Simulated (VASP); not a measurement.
Input:

```
P
1.0
    1.66268    -7.18667     0.00000
    1.66268     7.18667     0.00000
    0.00000     0.00000     4.72620
P
4
Direct
  0.07281   0.92719   0.90760
  0.42719   0.57281   0.40760
  0.57281   0.42719   0.59240
  0.92719   0.07281   0.09240
```

Method: RPBE GGA, VASP's PBE PAW potentials (set 64) (plane waves; VASP). Settings: 520 eV cut-off, Gaussian smearing of 0.050 eV, potentials P.

Without a dispersion term in the relaxation, distances and binding between the weakly bound layers, chains or molecules are unreliable, and so is what depends on them.

**Question.** Give the energies of bands 4 to 13 at the high-symmetry points, in eV from the valence-band maximum.

**Answer.** 
```csv
band,Γ,Y,C0,Z,A0,T,S,R
4,-5.60,-5.53,-8.82,-8.29,-9.64,-8.31,-9.42,-9.78
5,-4.79,-4.82,-5.18,-2.90,-5.10,-2.74,-4.98,-4.87
6,-4.31,-4.39,-4.81,-2.90,-5.10,-2.74,-4.98,-4.87
7,-3.32,-3.33,-2.85,-2.58,-4.15,-2.58,-2.72,-4.43
8,-1.80,-1.80,-2.72,-2.58,-4.15,-2.58,-2.72,-4.43
9,-1.62,-1.41,-2.04,-1.41,-1.09,-1.45,-1.92,-1.06
10,-0.10,0.00,-1.69,-1.41,-1.09,-1.45,-1.92,-1.06
11,1.21,0.89,1.29,2.03,2.41,2.02,1.25,2.37
12,1.62,1.61,1.41,2.03,2.41,2.02,1.25,2.37
13,2.55,2.56,1.95,3.65,3.52,3.37,2.32,3.61
```

The gap is direct, 0.88 eV, from the valence maximum at Y to the conduction minimum at Y.

Measured: gap 0.35 eV (computed value off by +0.53 eV), as given by Das et al., (2018), arXiv:1807.05623.

The compound is P in the black structure. It was relaxed first, which changed the volume by +49 %.
